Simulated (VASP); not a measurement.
Crystal: ZnCd3Se3S.

```xyz
8
Lattice="5.5500 0.0000 0.0000 0.0000 5.5500 0.0000 0.0000 0.0000 5.5500" Properties=species:S:1:pos:R:3 pbc="T T T"
Zn    0.0000    0.0000    0.0000
Cd    2.7750    0.0000    2.7750
Cd    2.7750    2.7750    0.0000
Cd    0.0000    2.7750    2.7750
Se    2.7750    0.0000    0.0000
Se    0.0000    2.7750    0.0000
Se    0.0000    0.0000    2.7750
S     2.7750    2.7750    2.7750
```

The cell was built by a generator and needn't be a form met in nature.

- Program: VASP 6.6.1
- Task: relaxation of cell and atoms
- Functional: PBE
- Potentials or basis: VASP PAW PBE potentials, release 64 (Zn, Cd, Se, S)
- Cutoff: 520 eV
- k mesh: 3 × 3 × 3
- Occupations: gaussian, width 0.15 eV
- Spin: no spin polarisation

At the start: pressure 2.3 GPa; volume 21.37 Å³/atom.

Problem. How do energy, volume and symmetry change on relaxing?

Solution. Over 3 steps the energy falls by 4.5 meV/atom and the volume is 22.04 Å³/atom (+3.1 %); space group Pm-3m (No. 221, to 0.05 Å).

Step by step:
```csv
step,energy change (eV),largest force (eV/Å),pressure (GPa),volume (Å³)
1,0.0000,0.0000,2.29,170.95
2,-0.0306,0.0000,-0.77,178.62
3,-0.0361,0.0000,0.06,176.31
```

Final structure:
```
CELL_PARAMETERS angstrom
5.60740 0.00000 0.00000
0.00000 5.60740 0.00000
0.00000 0.00000 5.60740
ATOMIC_POSITIONS crystal
Zn 0.00000 0.00000 0.00000
Cd 0.50000 0.00000 0.50000
Cd 0.50000 0.50000 0.00000
Cd 0.00000 0.50000 0.50000
Se 0.50000 0.00000 0.00000
Se 0.00000 0.50000 0.00000
Se 0.00000 0.00000 0.50000
S 0.50000 0.50000 0.50000
```

Caveat: the k mesh is coarse (spacing up to 0.38 Å⁻¹), so the values aren't converged.
